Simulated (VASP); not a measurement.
The system is Hf.

```xyz
2
Lattice="3.1700 0.0000 0.0000 -1.5850 2.7453 0.0000 0.0000 0.0000 5.0000" Properties=species:S:1:pos:R:3 pbc="T T T"
Hf    0.0000    1.8302    1.2500
Hf    1.5850    0.9151    3.7500
```

The cell was built by a generator and needn't be a form met in nature.

| Item | Value |
| --- | --- |
| Program | VASP 6.6.1 |
| Task | relaxation of cell and atoms |
| Functional | PBE |
| Dispersion | D4 |
| Potentials or basis | VASP PAW PBE potentials, release 64 (Hf_pv) |
| Cutoff | 600 eV |
| k mesh | 16 × 16 × 8 |
| Occupations | methfessel-paxton, width 0.1 eV |
| Spin | no spin polarisation |

At the start: pressure 2.0 GPa; volume 21.76 Å³/atom.

Q: How do energy, volume and symmetry change on relaxing?

A: Over 6 steps the energy falls by 2.4 meV/atom and the volume is 22.14 Å³/atom (+1.8 %); space group P6_3/mmc (No. 194, to 0.05 Å).

The path:
```csv
step,energy change (eV),largest force (eV/Å),pressure (GPa),volume (Å³)
1,0.0000,0.0000,2.02,43.51
2,0.0022,0.0000,-2.32,45.26
3,-0.0049,0.0000,-0.01,44.30
4,-0.0049,0.0000,0.02,44.28
5,-0.0049,0.0000,0.03,44.28
6,-0.0049,0.0000,0.03,44.28
```

Final structure:
```
CELL_PARAMETERS angstrom
3.18660 0.00000 0.00000
-1.59330 2.75968 0.00000
0.00000 0.00000 5.03564
ATOMIC_POSITIONS crystal
Hf 0.33333 0.66667 0.25000
Hf 0.66667 0.33333 0.75000
```

Caveat: pairwise dispersion overbinds metals, which lowers pressure and volume.
